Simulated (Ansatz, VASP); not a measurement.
# Sn: VASP beside Ansatz, part 2 of 2

Aim: how closely do two programs agree when they are given the same cell, functional and k mesh? The cell is taken from a series of runs on this material, whose earlier steps may have relaxed, scaled, displaced or heated it; both programs get it as it stands.

VASP 6.6.1 and Ansatz 0.2.0.

So far: Set-up; VASP: zone-centre phonons, PBEsol.

### 2. VASP: zone-centre phonons, PBEsol (continued)

Level of this step: PBEsol; plane waves and PAW (Sn_d) (VASP).

Numbers of over 12 decimals in the logs are rounded to 6 here.

Parts of OUTCAR (step 2):

```text
ion  position               nearest neighbor table
   1  0.500  0.500  0.500-   2 2.81   2 2.81   2 2.81   2 2.81
   2  0.750  0.750  0.750-   1 2.81   1 2.81   1 2.81   1 2.81

  LATTYP: Found a body centered tetragonal cell.
 ALAT       =     4.5315275461
 C/A-ratio  =     1.4719295156

 Subroutine GETGRP returns: Found  4 space group operations
 (whereof  2 operations were pure point group operations)

The static configuration has the point symmetry C_1h.
 The point group associated with its full space group is C_2h.

   k-points           NKPTS =   1728   k-points in BZ     NKDIM =   1728   number of bands    NBANDS=     20

   dimension x,y,z NGX =    36 NGY =   36 NGZ =   36
   dimension x,y,z NGXF=    72 NGYF=   72 NGZF=   72

   ENCUT  =  500.0 eV  36.75 Ry    6.06 a.u.   8.43  8.43  8.26*2*pi/ulx,y,z

   NELECT =      28.0000    total number of electrons

 k-points in reciprocal lattice and weights: Points of the shifted mesh
   0.04166667  0.04166667  0.04166667       0.001
   0.04166667  0.04166667  0.12500000       0.001
   0.04166667  0.04166667  0.20833333       0.001
   0.04166667  0.04166667  0.29166667       0.001
   0.04166667  0.04166667  0.37500000       0.001
   0.04166667  0.04166667  0.45833333       0.001
   0.04166667  0.04166667  0.54166667       0.001
   0.04166667  0.04166667  0.62500000       0.001
   0.04166667  0.04166667  0.70833333       0.001
[...]
0.95833333  0.95833333  0.87500000       0.001
   0.95833333  0.95833333  0.95833333       0.001

 average (electrostatic) potential at core
       1-101.3387       2-101.3387

  Total        0.5411393      0.5411393     -0.0309572     -0.0053912     -0.0238892     -0.0238891
  in kB       12.6598559     12.6598559     -0.7242380     -0.1261251     -0.5588830     -0.5588818
  external PRESSURE =       8.1984913 kB  Pullay stress =       0.0000000 kB

  energy-cutoff  :      500.00
  volume of cell :       68.48
      direct lattice vectors                 reciprocal lattice vectors
     0.000000000  3.204273857  3.335044573    -0.156041594  0.156041594  0.149923034
     3.204273857  0.000000000  3.335044573     0.156041594 -0.156041594  0.149923034
     3.204273857  3.204273857  0.000000000     0.156041594  0.156041594 -0.149923034

 POSITION                                       TOTAL-FORCE (eV/Angst)
 -----------------------------------------------------------------------------------
      3.20375      3.20375      3.33513        -0.000078     -0.000078      0.000019
      4.80693      4.80693      5.00248         0.000078      0.000078     -0.000019
 -----------------------------------------------------------------------------------
    total drift:                                0.000000      0.000000     -0.000000

 Eigenvectors and eigenvalues of the dynamical matrix
 ----------------------------------------------------

   1 f  =    5.833625 THz    36.653749 2PiTHz  194.588795 cm-1    24.125925 meV
             X         Y         Z           dx          dy          dz
      3.203753  3.203753  3.335133     0.012449    0.012449    0.706888
      4.806932  4.806932  5.002478    -0.012449   -0.012449   -0.706888

   2 f  =    5.718663 THz    35.931421 2PiTHz  190.754071 cm-1    23.650480 meV
             X         Y         Z           dx          dy          dz
      3.203753  3.203753  3.335133     0.499845    0.499845   -0.017606
      4.806932  4.806932  5.002478    -0.499845   -0.499845    0.017606

   3 f  =    5.633966 THz    35.399249 2PiTHz  187.928861 cm-1    23.300199 meV
             X         Y         Z           dx          dy          dz
      3.203753  3.203753  3.335133     0.500000   -0.500000    0.000000
      4.806932  4.806932  5.002478    -0.500000    0.500000   -0.000000

   4 f/i=    0.000000 THz     0.000000 2PiTHz    0.000001 cm-1     0.000000 meV
             X         Y         Z           dx          dy          dz
      3.203753  3.203753  3.335133    -0.677170    0.192288   -0.066829
      4.806932  4.806932  5.002478    -0.677170    0.192288   -0.066829

   5 f/i=    0.000000 THz     0.000000 2PiTHz    0.000002 cm-1     0.000000 meV
             X         Y         Z           dx          dy          dz
      3.203753  3.203753  3.335133    -0.201004   -0.594842    0.325207
      4.806932  4.806932  5.002478    -0.201004   -0.594842    0.325207

   6 f/i=    0.000000 THz     0.000001 2PiTHz    0.000003 cm-1     0.000000 meV
             X         Y         Z           dx          dy          dz
      3.203753  3.203753  3.335133     0.032216    0.330436    0.624319
      4.806932  4.806932  5.002478     0.032216    0.330436    0.624319

 ELASTIC MODULI CONTR FROM IONIC RELAXATION (kBar)
 Direction    XX          YY          ZZ          XY          YZ          ZX
 --------------------------------------------------------------------------------
 XX          -0.0219      0.0001      0.0002      0.0319      0.1677      2.3082
 YY           0.0001     -0.0219      0.0002      0.4954      2.2522     -0.2330
 ZZ           0.0002      0.0002     -0.0305      2.5424     -0.6433     -0.0763
 XY           0.0319      0.4954      2.5424   -223.9671      0.7086      6.5186
 YZ           0.1677      2.2522     -0.6433      0.7086   -245.4766      4.2992
 ZX           2.3082     -0.2330     -0.0763      6.5186      4.2992   -245.4744
 --------------------------------------------------------------------------------
```

### 3. Ansatz: zone-centre phonons, PBEsol

Ansatz runs on its PAW soft_1 files.

The same cell, functional, mesh and smearing now go to Ansatz, which takes its cutoff from its data sets.

File input.yaml:

```yaml
crystal:
  lattice:
    - [0.0, 3.204273857, 3.3350445729]
    - [3.204273857, 0.0, 3.3350445729]
    - [3.204273857, 3.204273857, 0.0]
  atoms:
    - { symbol: Sn, position: [0.5000133313, 0.5000133313, 0.499824091] }
    - { symbol: Sn, position: [0.7499866687, 0.7499866687, 0.750175909] }
kpoints:
  mp_grid: { grid: [12, 12, 12], shift: [0.5, 0.5, 0.5] }
hamiltonian:
  xc: pbesol
  pseudopotentials: { kind: paw, azcp: { folder: soft_1 }, xc_functional: pbe }
scf:
  occupations: { method: gaussian, width: 0.015 }
output:
  eigenvalues: true
phonons:
  method: dfpt
```

Run with:

```console
> ansatz run input.yaml --threads 4 --pin off --max-ram 10240MiB --backend cpu --events-out ev --progress --plain --runs-dir out
```

The program printed:

```text
Engine: ansatz 0.2.0, x86_64-unknown-linux-gnu
Pseudopotentials: kind: paw
Pseudopotential: Sn, paw, valence charge 14, recommended cutoff 420 eV (normal), soft_1/Sn.paw.azcp
Functional definition: PBEsol
  exchange = pbesol_x
  correlation = pbesol_c
Crystal: 2 atoms, lattice volume = 68.484 Å³
Basis set: ecut = 420 eV, 1355 PW (Γ), exchange–correlation on 64×64×64 points (8 copies of the dense FFT grid, shifted against one another)
Bands: 18, of which v1, the nominal top of the filled ones, is band 14 counted from 1 (13 counted from 0)
Symmetry: 4 space group operations
k-points: 864 of 1728 (irreducible under 1 space group operation, time reversal used)
Non-local potential: Sn, projectors of the file, l = 0: 2, l = 1: 2, l = 2: 2, l = 3: 1
PAW form: soft (Blöchl's): semilocal exchange-correlation on the pseudo side does not see the compensation charge
PAW frozen core: Sn, regenerated for the run's functional, and the local potential with it (the file was generated under x = pbe(κ = 0.804, μ = 0.219515), c = pbe(β = 0.066725))
PAW one-centre angular grid: Sn, 590 points (default); XC on 64 Gauss nodes
Initial density: superposition of atomic densities (chi_scale 0.1, normalization cell)
Initial wavefunctions: pseudopotential atomic-orbital guess
Functional: x = pbesol(κ = 0.804, μ = 0.123457), c = pbesol(β = 0.046)
SCF iter   1: F=—  HF=-11899.707111 eV  |F-HF|=—  |Δ(HF+E_count)|=         —  Δρ=2.18e-2  dr2=3.41e-1  ethr=3.10e-3  ⟨swp⟩=6.1  Hψ=86752  notcnv=0
preconditioner: auto → Kerker (q_TF=auto, 2.350 Å⁻¹)  [metal: Δε(μ)=0.002 eV  Ē_g=19.940 eV  σ=0.015 eV  W_gap=0.09  n_scr=14 (ndim 8)  ℏωp=23.7 eV  f_vac=0.005  D(μ)=0.17/eV (n_scr^D=0)]
SCF iter   2: F=—  HF=-11899.665707 eV  |F-HF|=—  |Δ(HF+E_count)|=   4.14e-2  Δρ=1.42e-2  dr2=1.63e-1  ethr=1.22e-3  ⟨swp⟩=2.0  Hψ=25324  notcnv=0
preconditioner: auto → none  [insulator: Δε(μ)=0.022 eV  Ē_g=20.065 eV  σ=0.015 eV  W_gap=0.69  n_scr=14 (ndim 8)  ℏωp=23.7 eV  f_vac=0.007  D(μ)=0.10/eV (n_scr^D=0)  ε∞_Penn≈2.4]
SCF iter   3: F=—  HF=-11899.636585 eV  |F-HF|=—  |Δ(HF+E_count)|=   2.91e-2  Δρ=2.55e-3  dr2=4.58e-3  ethr=5.83e-4  ⟨swp⟩=2.0  Hψ=22469  notcnv=0
SCF iter   4: F=—  HF=-11899.635275 eV  |F-HF|=—  |Δ(HF+E_count)|=   1.31e-3  Δρ=6.20e-4  dr2=2.35e-4  ethr=1.63e-5  ⟨swp⟩=3.0  Hψ=32762  notcnv=0
SCF iter   5: F=—  HF=-11899.635521 eV  |F-HF|=—  |Δ(HF+E_count)|=   2.46e-4  Δρ=1.03e-4  dr2=9.35e-6  ethr=8.41e-7  ⟨swp⟩=2.0  Hψ=31087  notcnv=0
SCF iter   6: F=—  HF=-11899.635527 eV  |F-HF|=—  |Δ(HF+E_count)|=   5.60e-6  Δρ=2.10e-5  dr2=2.93e-7  ethr=3.34e-8  ⟨swp⟩=3.0  Hψ=27651  notcnv=0
SCF iter   7: F=—  HF=-11899.635527 eV  |F-HF|=—  |Δ(HF+E_count)|=   1.47e-7  Δρ=4.61e-6  dr2=2.04e-8  ethr=1.05e-9  ⟨swp⟩=2.0  Hψ=27589  notcnv=0
SCF iter   8: F=—  HF=-11899.635527 eV  |F-HF|=—  |Δ(HF+E_count)|=   6.16e-9  Δρ=4.21e-7  dr2=9.36e-11  ethr=7.28e-11  ⟨swp⟩=2.0  Hψ=27648  notcnv=0
SCF iter   9: F=-11899.635527 eV  HF=-11899.635527 eV  |F-HF|=7.28e-12  |Δ(HF+E_count)|=  4.73e-11  Δρ=7.32e-8  dr2=2.07e-12  ethr=1.00e-12  ⟨swp⟩=7.1  Hψ=73172  notcnv=0
SCF 1 converged in 9 iterations: F = -11899.635527 eV  dr2 = 2.07e-12
  greatest PAW one-centre occupation: 0.991 electrons in one spin orbital (limit 2), on the Sn atom at site 1 (counted from 0), in its partial waves of l = 2
DFPT response loops at Γ: preconditioner auto → Kerker (q_TF=auto, 2.350 Å⁻¹) (partly filled bands, converged f_vac=0.083); β = 1.00, the filter's whole step (`scf.mixing.beta` (0.50) is not read by the response loops under this deck's `scf.mixing.preconditioner`; to damp them name `kerker` or `kerker_dos`, under which they read `scf.mixing.beta`, and type it under 1.00, their step now; both keys bind the ground state too); Broyden in place of MSR1
SCF converged after 9 iterations
Free energy (F): -11899.635527 eV
Harris-Foulkes:  -11899.635527 eV  (|F-HF|=7.28e-12)
Internal energy: -11899.635526 eV  (E = F + TS)
E sigma→0 (E₀):  -11899.635526 eV
Entropy (-TS):   -0.000000 eV (-0.000 meV/atom)
Fermi energy:    7.746313 eV
--- Per-component energies (eV) ---
  E_band       = -250.424620
  E_kinetic    = 337.313705
  E_local      = -2623.751377  (includes V_loc(G=0)·N_el)
  E_nonlocal   = 293.897812
  E_hartree    = 1275.716663
  E_xc         = -249.163661
  E_vxc        = -160.578589  (∫ρ·V_xc dr)
  E_paw        = -8592.718559  (= ΣΔE_a)
  E_vpaw       = -648.740032  (= ΣTr[D̂ρ^β])
  E_aug_tail   = 0.000576  (compensation charges beyond the density's cutoff)
  E_ewald      = -2341.500364
  E_core_change = 0.569679  (= ΣΔE_core)
  E_smearing   = -0.000000  (= −TS)
  E_closure    = 0.000000  (closes the sum)
  Σ components = -11899.635527   (vs F -11899.635527, Δ=0.00e0)
--- Band table (eV; the first three rows and the last of 864) ---
  k-point 0: bands = [... 10 lower, -2.8960, 6.6722, 7.6247, 7.8416, 8.0096, 9.8511, 9.8515, 10.0226]
  k-point 1: bands = [... 10 lower, -2.8045, 5.8458, 7.2145, 7.7815, 8.4010, 9.9452, 9.9499, 10.6042]
  k-point 2: bands = [... 10 lower, -2.5824, 4.6288, 6.8589, 7.5190, 8.3689, 10.3108, 10.4303, 11.4023]
  k-point 863: bands = [... 10 lower, -1.2795, 1.3977, 6.3386, 6.5729, 7.8455, 10.8677, 10.9880, 13.3297]
--- Phonons (Γ-DFPT): 2 representative perturbations + reference, on 864 of 1728 k-points (Σ response iterations 6) ---
  k mesh reduced under 1 symmetry operation, with k and −k counted as one. Each operation leaves every solved perturbation unchanged. A smaller set is not used because it would not reduce the number of displacements times k-points to solve
  ASR residual: 6.939e-5 → 0.000e0 eV/Å²; symmetrization residual: 1.793e-6 eV/Å²
  ASR residual per site (eV/Å²): 6.94e-5 6.94e-5
  Γ frequencies (cm⁻¹): 0.00 0.00 0.00 187.86 190.68 194.40
  non-analytic LO–TO correction: not included (Born effective charges unavailable; polar crystals: no LO–TO splitting at Γ)
```

### 4. Comparison

Known differences besides the potentials themselves: the cutoff is 420 eV in Ansatz and 500 eV in VASP; Ansatz makes its cores anew for this functional, VASP keeps those of its PBE data sets. Total energies have different zeros and are not compared.

The two programs side by side:

| quantity | Ansatz | VASP | difference |
| --- | --- | --- | --- |
| optical mode 1 (cm⁻¹) | 187.9 | 187.9 | -0.04 % |
| optical mode 2 (cm⁻¹) | 190.7 | 190.8 | -0.04 % |
| optical mode 3 (cm⁻¹) | 194.4 | 194.6 | -0.10 % |

Modes are paired by rising frequency, not by their patterns, so a pair may set unlike modes beside each other; they are those without the splitting of longitudinal modes.

### 5. Results

* r.m.s. difference of the optical zone-centre modes, each program's sorted by frequency (zone-centre phonons, PBEsol): 0.12 cm⁻¹

What this shows: The r.m.s. difference of the optical zone-centre modes, each program's sorted by frequency is 0.12 cm⁻¹ (zone-centre phonons, PBEsol). Such differences can come from data sets, numerical settings and the points named under the comparisons, not from the functional's error against experiment.

[Lines on the potential files, build, host, timing and source positions are cut from VASP's logs without a mark.]

[Logs are printed without paths, hosts, clocks, repeated set-up lines and the standing remarks that a program may print on its own settings, such as how far it seeks lower states.]

[Hosts, paths, dates, database ids (printed as entryN), source tags and the programs' standing remarks are cut or masked in the printed files.]
